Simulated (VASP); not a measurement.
```xyz
4
Lattice="3.7281 0.0000 0.0000 0.0000 3.7281 0.0000 0.0000 0.0000 4.5877" Properties=species:S:1:pos:R:3 pbc="T T T"
Sn     1.8640     0.0000     3.4492
Sn     0.0000     1.8640     1.1386
O      1.8640     1.8640     0.0000
O      0.0000     0.0000     0.0000
```

Computed with LDA (Ceperley-Alder, Perdew-Zunger), VASP's LDA PAW potentials (set 64) (plane waves; VASP). Settings: 520 eV cut-off, 10×10×8 Γ-centred mesh, first-order Methfessel-Paxton smearing of 0.10 eV, potentials Sn_d O.

Question: The ions and cell shape at fixed volume are relaxed. What does this cell relax into?

Answer: 
```xyz
4
Lattice="3.7492 0.0000 0.0000 0.0000 3.7492 0.0000 0.0000 0.0000 4.5363" Properties=species:S:1:pos:R:3 pbc="T T T"
Sn     1.8746     0.0000     3.3861
Sn     0.0000     1.8746     1.1502
O      1.8746     1.8746     0.0000
O      0.0000     0.0000     0.0000
```
Space group P4/nmm (129), at a tolerance of 0.03 Å.

Question: How much energy does the relaxation gain?

Answer: The energy (σ→0) changes by -3.1 meV/atom, in 5 ionic steps.

The compound is SnO in the litharge structure. This cell is one point of a volume scan, at 0.97 of the reference volume. Symmetry was kept, so distortions that lower it aren't found.
